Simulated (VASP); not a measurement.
Consider the following.

```yaml
crystal:
  lattice:
    - [0.00000, 2.96517, 2.96517]
    - [2.96517, 0.00000, 2.96517]
    - [2.96517, 2.96517, 0.00000]
  atoms:
    - { symbol: Pb, position: [0.00000, 0.00000, 0.00000] }
    - { symbol: F, position: [0.25000, 0.25000, 0.25000] }
    - { symbol: F, position: [0.75000, 0.75000, 0.75000] }
```

These are optB86b-vdW, VASP's PBE PAW potentials (set 64) (plane waves; VASP) values and carry that method's errors. Settings: 520 eV cut-off, Gaussian smearing of 0.050 eV, potentials Pb_d F.

Unless said otherwise, spin-orbit coupling is left out, though it shifts the bands of the heavy elements here.

Q: Give the energies of bands 8 to 17 at the high-symmetry points, in eV from the valence-band maximum.

A: 
```
band      Γ      X      U      L      W
----  -----  -----  -----  -----  -----
8     -4.65  -6.42  -6.35  -5.92  -6.37
9     -2.44  -3.52  -3.46  -3.00  -3.69
10    -2.44  -3.52  -3.29  -2.64  -2.65
11    -2.44  -1.52  -2.03  -2.64  -2.65
12    -1.95  -1.52  -1.68  -2.11  -1.59
13    -1.95  -1.52  -1.53  -2.11  -1.46
14    -1.95  -0.15  -0.03  -0.03   0.00
15     6.74   4.42   5.32   4.99   6.06
16     6.74   7.88   6.64   7.65   6.06
17     6.74   7.88   7.87   7.65   7.44
```

The gap is indirect, 4.42 eV, from the valence maximum at W to the conduction minimum at X.

The compound is PbF2 in the fluorite structure, the β form. It was relaxed first.
